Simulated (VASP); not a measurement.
All values below come from optB86b-vdW, VASP's PBE PAW potentials (set 64) (plane waves; VASP 6.6.1).

VASP input:

**POSCAR**
```
Sr
1
    0.0000000000     2.9881884185     2.9881884185
    2.9881884185     0.0000000000     2.9881884185
    2.9881884185     2.9881884185     0.0000000000
Sr
1
Direct
  1.0000000000   1.0000000000   1.0000000000
```

INCAR:
```
! general
SYSTEM  =Sr
PREC    =Accurate
ENCUT   =520
LREAL   =.FALSE.
LASPH   =.TRUE.

! electronic loop
EDIFF   =1E-7
NELM    =100
ALGO    =Normal
LMAXMIX =4

! smearing
ISMEAR  =0
SIGMA   =0.05

! functional
GGA     =MK
LUSE_VDW=.TRUE.
AGGAC   =0.0
PARAM1  =0.1234
PARAM2  =1.0

! ions
ISIF    =2

! output
LWAVE   =.FALSE.
LCHARG  =.FALSE.
```

### KPOINTS
```
Automatic mesh
0
Gamma
8 8 8
0 0 0
```

POTCAR, in this order: Sr_sv (PBE.64 set). Program: vasp_std.

Question: What does the run give for the energy per atom (σ→0), band gap (on the k-mesh)?

Answer: 
```json
{
  "energy per atom (σ→0)": "0.600 eV/atom",
  "band gap (on the k-mesh)": "none (metal, semimetal or under 0.01 eV)"
}
```

File OSZICAR:
```
...
DAV:   8     0.599377187317E+00   -0.18223E-03   -0.18318E-03   803   0.265E-01    0.121E-01
DAV:   9     0.599353340064E+00   -0.23847E-04   -0.28904E-05   717   0.551E-02    0.365E-02
DAV:  10     0.599328880804E+00   -0.24459E-04   -0.27414E-05   564   0.413E-02    0.346E-02
DAV:  11     0.599329107835E+00    0.22703E-06   -0.55801E-07   788   0.690E-03    0.129E-02
DAV:  12     0.599329523412E+00    0.41558E-06   -0.64628E-07   664   0.609E-03    0.242E-03
DAV:  13     0.599329341407E+00   -0.18200E-06   -0.52833E-08   372   0.230E-03    0.322E-04
DAV:  14     0.599329338219E+00   -0.31881E-08   -0.38942E-09   315   0.528E-04
   1 F= 0.59932934E+00 E0= 0.59991031E+00  d E =-.116193E-02
```

The compound is Sr in the fcc structure. This cell is one point of a volume scan, at 1.03 of the reference volume.
